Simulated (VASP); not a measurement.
A convergence study with VASP on Ta (bcc): one setting is varied, all else stays as given below, so the limit is that of these other settings. Each run relaxes cell and ions from the cell shown.

```yaml
crystal:
  lattice:
    - [-1.65000, 1.65000, 1.65000]
    - [1.65000, -1.65000, 1.65000]
    - [1.65000, 1.65000, -1.65000]
  atoms:
    - { symbol: Ta, position: [0.00000, 0.00000, 0.00000] }
```

Calculation: PBEsol GGA, VASP's PBE PAW potentials (set 64) (plane waves; VASP 6.6.1). The tightest run used: 550 eV cut-off, 20×20×20 Γ-centred mesh, first-order Methfessel-Paxton smearing of 0.10 eV, potentials Ta_pv.

Q: The settings run are 2×2×2 mesh; 3×3×3 mesh; 4×4×4 mesh; 5×5×5 mesh; 6×6×6 mesh; 7×7×7 mesh; 8×8×8 mesh; 9×9×9 mesh; 10×10×10 mesh; 11×11×11 mesh; 12×12×12 mesh; 14×14×14 mesh; 15×15×15 mesh; 16×16×16 mesh; 17×17×17 mesh; 18×18×18 mesh; 19×19×19 mesh; 20×20×20 mesh. From which on does the relaxed volume stay within 0.1 Å³/atom of the tightest run?

A: From 14×14×14 mesh on: it is off by 0.020 there and by no more than 0.1 in any finer run, while 12×12×12 mesh is off by 0.137.
```json
[
 {"setting": "2×2×2 mesh", "relaxed volume (Å³/atom)": "15.357", "E (eV/atom)": "-13.5828", "irreducible k-points": "3", "difference judged (Å³/atom)": "2.332"},
 {"setting": "3×3×3 mesh", "relaxed volume (Å³/atom)": "17.648", "E (eV/atom)": "-12.7121", "irreducible k-points": "4", "difference judged (Å³/atom)": "0.041"},
 {"setting": "4×4×4 mesh", "relaxed volume (Å³/atom)": "17.733", "E (eV/atom)": "-12.6390", "irreducible k-points": "8", "difference judged (Å³/atom)": "0.043"},
 {"setting": "5×5×5 mesh", "relaxed volume (Å³/atom)": "18.020", "E (eV/atom)": "-12.4683", "irreducible k-points": "10", "difference judged (Å³/atom)": "0.331"},
 {"setting": "6×6×6 mesh", "relaxed volume (Å³/atom)": "17.906", "E (eV/atom)": "-12.4576", "irreducible k-points": "16", "difference judged (Å³/atom)": "0.216"},
 {"setting": "7×7×7 mesh", "relaxed volume (Å³/atom)": "17.778", "E (eV/atom)": "-12.5772", "irreducible k-points": "20", "difference judged (Å³/atom)": "0.089"},
 {"setting": "8×8×8 mesh", "relaxed volume (Å³/atom)": "17.527", "E (eV/atom)": "-12.5824", "irreducible k-points": "29", "difference judged (Å³/atom)": "0.162"},
 {"setting": "9×9×9 mesh", "relaxed volume (Å³/atom)": "17.607", "E (eV/atom)": "-12.5303", "irreducible k-points": "35", "difference judged (Å³/atom)": "0.082"},
 {"setting": "10×10×10 mesh", "relaxed volume (Å³/atom)": "17.847", "E (eV/atom)": "-12.5451", "irreducible k-points": "47", "difference judged (Å³/atom)": "0.157"},
 {"setting": "11×11×11 mesh", "relaxed volume (Å³/atom)": "17.628", "E (eV/atom)": "-12.5592", "irreducible k-points": "56", "difference judged (Å³/atom)": "0.061"},
 {"setting": "12×12×12 mesh", "relaxed volume (Å³/atom)": "17.552", "E (eV/atom)": "-12.5476", "irreducible k-points": "72", "difference judged (Å³/atom)": "0.137"},
 {"setting": "14×14×14 mesh", "relaxed volume (Å³/atom)": "17.710", "E (eV/atom)": "-12.5577", "irreducible k-points": "104", "difference judged (Å³/atom)": "0.020"},
 {"setting": "15×15×15 mesh", "relaxed volume (Å³/atom)": "17.652", "E (eV/atom)": "-12.5517", "irreducible k-points": "120", "difference judged (Å³/atom)": "0.037"},
 {"setting": "16×16×16 mesh", "relaxed volume (Å³/atom)": "17.696", "E (eV/atom)": "-12.5465", "irreducible k-points": "145", "difference judged (Å³/atom)": "0.007"},
 {"setting": "17×17×17 mesh", "relaxed volume (Å³/atom)": "17.682", "E (eV/atom)": "-12.5525", "irreducible k-points": "165", "difference judged (Å³/atom)": "0.007"},
 {"setting": "18×18×18 mesh", "relaxed volume (Å³/atom)": "17.667", "E (eV/atom)": "-12.5525", "irreducible k-points": "195", "difference judged (Å³/atom)": "0.022"},
 {"setting": "19×19×19 mesh", "relaxed volume (Å³/atom)": "17.694", "E (eV/atom)": "-12.5498", "irreducible k-points": "220", "difference judged (Å³/atom)": "0.005"},
 {"setting": "20×20×20 mesh", "relaxed volume (Å³/atom)": "17.689", "E (eV/atom)": "-12.5516", "irreducible k-points": "256", "difference judged (Å³/atom)": "0.000"}
]
```

VASP warned of too few bands at 2×2×2 mesh.

Left out are rungs that failed or repeat a setting and relaxations that didn't move; long series are thinned to 24 rows.

The compound is Ta in the bcc structure. VASP warned that the highest band is occupied, so more bands are needed.
